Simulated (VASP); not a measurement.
All values below come from PBE GGA, VASP's PBE PAW potentials (set 64) (plane waves; VASP).

VASP ran on this input.

**KPOINTS**
```
Regular mesh
0
Gamma
 14 14 14
```

### INCAR
```
SYSTEM = Al
PREC = Accurate; ENCUT = 480; LREAL = .False.
LASPH = .True.
EDIFF = 1E-7; NELM = 100; ALGO = Normal
ISMEAR = 1; SIGMA = 0.1
GGA = PE
ISIF = 2
LWAVE = .False.; LCHARG = .False.
```

POSCAR:
```
Al
1
    0.0000000000     2.0278063658     2.0278063658
    2.0278063658     0.0000000000     2.0278063658
    2.0278063658     2.0278063658     0.0000000000
Al
1
Direct
  0.0000000000   0.0000000000   0.0000000000
```

POTCAR, in this order: Al (PBE.64 set). Program: vasp_std.

Question: Estimate the energy per atom (σ→0), pressure, band gap (on the k-mesh).

Answer: 
energy per atom (σ→0): -360.6 kJ/mol-atom
band gap (on the k-mesh): none (metal, semimetal or under 0.01 eV)
pressure: -1.14 GPa

### OSZICAR
```
...
DAV:   5    -0.376008742973E+01   -0.35712E-06   -0.35721E-06  1375   0.123E-02    0.129E+00
DAV:   6    -0.374689933259E+01    0.13188E-01   -0.17759E-03  1290   0.318E-01    0.750E-01
DAV:   7    -0.373729124744E+01    0.96081E-02   -0.53089E-03  1205   0.516E-01    0.144E-01
DAV:   8    -0.373728634482E+01    0.49026E-05   -0.25212E-05  1345   0.533E-02    0.665E-03
DAV:   9    -0.373728498136E+01    0.13635E-05   -0.96513E-07  1310   0.663E-03    0.120E-03
DAV:  10    -0.373728455076E+01    0.43060E-06   -0.54943E-09  1000   0.787E-04    0.612E-04
DAV:  11    -0.373728447517E+01    0.75596E-07   -0.30190E-10   675   0.162E-04
   1 F= -.37372845E+01 E0= -.37374026E+01  d E =0.354330E-03
```

The compound is Al in the fcc structure. This cell was strained or had an atom moved on purpose.
